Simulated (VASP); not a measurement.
The system is Zr2CrN2.

```
Zr Cr N
1.0
     2.57298   -3.48304    0.00000
     2.57298    3.48304    0.00000
     0.00000    0.00000    4.42617
Zr Cr N
2 1 2
Direct
  0.71256 0.28744 0.00000
  0.28744 0.71256 0.00000
  0.50000 0.50000 0.50000
  0.50000 0.50000 0.18022
  0.50000 0.50000 0.81978
```

The cell was built by a generator and needn't be a form met in nature.

- Program: VASP 6.6.1
- Task: relaxation of cell and atoms
- Functional: PBE
- Potentials or basis: VASP PAW PBE potentials, release 64 (Zr_sv, Cr_pv, N)
- Cutoff: 520 eV
- k mesh: 4 × 4 × 3
- Occupations: gaussian, width 0.15 eV
- Spin: collinear spin, ferromagnetic start
- Starting moments: [0.0, 0.0, 3.0, 0.0, 0.0] μB

At the start: pressure 123.0 GPa; volume 15.87 Å³/atom.

How do energy, volume and symmetry change on relaxing?

Over 19 steps the energy falls by 3388.6 meV/atom and the volume is 19.62 Å³/atom (+23.6 %); space group Cmmm (No. 65, to 0.05 Å); moment 1.60 μB per cell.

The path:
| step | energy change (eV) | largest force (eV/Å) | pressure (GPa) | volume (Å³) |
| --- | --- | --- | --- | --- |
| 1 | 0.0000 | 24.2233 | 123.04 | 79.33 |
| 2 | 18.9352 | 3.5838 | -37.87 | 291.99 |
| 3 | -9.7329 | 1.4627 | -16.70 | 145.29 |
| 4 | -11.5820 | 1.9997 | -17.98 | 135.00 |
| 5 | -15.3441 | 5.6099 | -7.25 | 105.13 |
| 6 | -15.4081 | 8.2139 | 9.97 | 92.87 |
| 7 | -15.7307 | 6.4839 | -1.65 | 99.90 |
| 8 | -15.7662 | 6.7030 | -0.65 | 98.96 |
| 9 | -14.4476 | 24.4695 | 10.90 | 101.43 |
| 10 | -16.4963 | 4.5622 | -2.62 | 99.51 |
| 11 | -16.7337 | 2.9163 | -2.83 | 99.80 |
| 12 | -16.8491 | 0.3159 | -2.20 | 100.24 |
| 13 | -16.8522 | 0.3083 | -2.57 | 100.17 |
| 14 | -16.8522 | 0.1002 | -2.56 | 100.19 |
| 15 | -16.8717 | 2.6824 | 3.48 | 96.84 |
| 16 | -16.9176 | 1.2227 | 0.79 | 98.30 |
| 17 | -16.8923 | 1.8240 | 1.35 | 97.79 |
| 18 | -16.9430 | 0.0289 | 0.73 | 98.09 |
| 19 | -16.9431 | 0.0474 | 0.15 | 98.09 |

Final structure:
```cif
data_structure
_symmetry_space_group_name_H-M 'P 1'
_symmetry_Int_Tables_number 1
_cell_length_a 4.6376
_cell_length_b 4.6376
_cell_length_c 4.8753
_cell_angle_alpha 90.000
_cell_angle_beta 90.000
_cell_angle_gamma 110.699
_cell_volume 98.09
loop_
_atom_site_label
_atom_site_type_symbol
_atom_site_fract_x
_atom_site_fract_y
_atom_site_fract_z
_atom_site_occupancy
Zr1 Zr 0.78550 0.21450 0.00000 1
Zr2 Zr 0.21450 0.78550 0.00000 1
Cr1 Cr 0.50000 0.50000 0.50000 1
N1 N 0.50000 0.50000 0.13323 1
N2 N 0.50000 0.50000 0.86677 1
```

Caveat: the k mesh is coarse (spacing up to 0.47 Å⁻¹), so the values aren't converged; the volume moved by over 15 % at a fixed basis, so the end points are rough; a cell with one magnetic atom can't hold antiferromagnetic order, which such compounds often take.
